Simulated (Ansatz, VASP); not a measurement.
# NaP6: VASP beside Ansatz

```
Na P
1.0
     6.78759    0.00000    0.00000
    -3.39379    5.87822    0.00000
     0.00000    0.00000    3.79589
Na P
1 6
Direct
  0.00000 0.00000 0.50000
  0.66415 0.00000 0.00000
  0.33585 0.33585 0.00000
  0.00000 0.66415 0.00000
  0.33585 0.00000 0.00000
  0.00000 0.33585 0.00000
  0.66415 0.66415 0.00000
```

Alike in both runs: functional PBE; dispersion D3(BJ); k mesh 3 × 3 × 6; occupations gaussian, width 0.1 eV; no spin polarisation.

Ansatz relaxed the structure, and its values are those at the end. VASP's run is a single point on that final structure, the one shown.

|  | VASP | Ansatz |
| --- | --- | --- |
| version | VASP 6.6.1 | Ansatz 0.2.0 |
| potentials or method | VASP PAW PBE potentials, release 64 (Na_pv, P) | scalar-relativistic, plane waves, PAW |
| plane-wave cutoff (eV) | 520 | 420 |
| valence electrons in the cell | 37 | 39 |

VASP gave:

| Property | Result |
| --- | --- |
| gap on the k mesh at the Fermi level (eV) | none |
| pressure (GPa) | -0.1 |

Q: What did Ansatz give for the same quantities?

A: gap on the k mesh at the Fermi level (eV): none; pressure (GPa): 0.0.

A gap of «none» marks a metal or a gap that the smearing closes. The two sets of potentials don't hold the same shells in valence.

Caveats: pairwise dispersion overbinds metals, which lowers pressure and volume.
